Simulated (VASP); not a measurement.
Here is a VASP 6.6.1 calculation.

The input INCAR:

```
ALGO = Fast ; EDIFF = 1E-7
ENCUT = 520 ; GGA = PE
ISIF = 2 ; ISMEAR = -1
ISPIN = 2 ; LASPH = True
LCHARG = False ; LORBIT = 11
LREAL = Auto ; LWAVE = False
MAGMOM = 0 0 0 0 0 0 0 0 0 0 0 0 0 0 0 0 0 0 0 ; NBANDS = 56
NELM = 150 ; PREC = Accurate
SIGMA = 0.02
```

Contents of KPOINTS:

```
k-points
0
Gamma
  2 2 1
```

File POSCAR:

```
AlC18
1.0
    7.3980000000      0.0000000000      0.0000000000
   -3.6990000000      6.4068560000      0.0000000000
    0.0000000000      0.0000000000     11.0000000000
C Al
18 1
Direct
   -0.0038781704     -0.0084643700      0.0917071818
    0.2179117579      0.1028078359      0.0910594545
   -0.0043584713      0.3256853283      0.0905597273
    0.2172361125      0.4356768749      0.0903745455
   -0.0046170523      0.6577602181      0.0909135455
    0.2171572153      0.7691265419      0.0896967273
    0.3282295962     -0.0086232623      0.0896834545
    0.5499079300      0.1033378930      0.0887141818
    0.3284802957      0.3246475338      0.0905222727
    0.5503175433      0.4350592553      0.0908671818
    0.3269935093      0.6572727715      0.0892663636
    0.5494185913      0.7681310459      0.0883720000
    0.6613424199     -0.0077320296      0.0873590000
    0.8850637240      0.1035297188      0.0905039091
    0.6618679097      0.3249675036      0.0900869091
    0.8841166194      0.4359401866      0.0902193636
    0.6618427854      0.6570416129      0.0910367273
    0.8847076192      0.7688185906      0.0916945455
    0.6980724647      0.8957761810      0.2837268182
```

Potentials or basis: VASP PAW PBE potentials, release 64 (C, Al).

Run with:

```bash
$ cat potpaw_PBE.64/C/POTCAR potpaw_PBE.64/Al/POTCAR > POTCAR
$ mpirun -np 1 vasp_std > vasp.out
```

Task: Predict the largest force.

Result: 0.220 eV/Å.

Task: What does it give for the band gap on the k mesh?

Result: None (metal or under the smearing width).

Task: What does it give for the net moment?

Result: 0.00 μB per cell.

Forces in eV/Å, atoms in the order of the input:
```
C   -0.016  0.001  0.008
C   -0.017  0.011  0.002
C   -0.019  0.007  0.000
C   -0.003 -0.003  0.002
C   -0.015 -0.006  0.000
C   -0.003  0.013 -0.004
C    0.004 -0.011 -0.003
C   -0.026  0.012  0.000
C   -0.017  0.004  0.001
C   -0.018 -0.007 -0.001
C   -0.027 -0.002 -0.002
C   -0.009  0.003  0.007
C   -0.012  0.006  0.008
C   -0.001 -0.003  0.006
C   -0.003 -0.002 -0.003
C   -0.014 -0.006 -0.003
C   -0.003  0.012  0.009
C   -0.017  0.004  0.004
Al   0.215 -0.033 -0.029
```

Caveat: the k mesh is coarse (spacing up to 0.49 Å⁻¹), so the values aren't converged.
